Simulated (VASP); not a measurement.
Here is the system:

```
CELL_PARAMETERS angstrom
      0.00000     3.24664     3.24664
      3.24664     0.00000     3.24664
      3.24664     3.24664     0.00000
ATOMIC_POSITIONS crystal
  Cd 0.00000 0.00000 0.00000
  Te 0.25000 0.25000 0.25000
```

Calculation: revTPSS meta-GGA, VASP's PBE PAW potentials (set 64) (plane waves; VASP). Numerical set-up: 520 eV cut-off, 7×7×7 Γ-centred mesh, Gaussian smearing of 0.050 eV, potentials Cd Te.

Task: Give the stress tensor in GPa (positive for a compressed cell).

Result: 
```
1.22  0.00  0.00
0.00  1.22  0.00
0.00  0.00  1.22
```
The pressure is its mean diagonal, 1.22 GPa.

The compound is CdTe in the zinc blende structure. This cell is one point of a volume scan, at 0.97 of the reference volume.
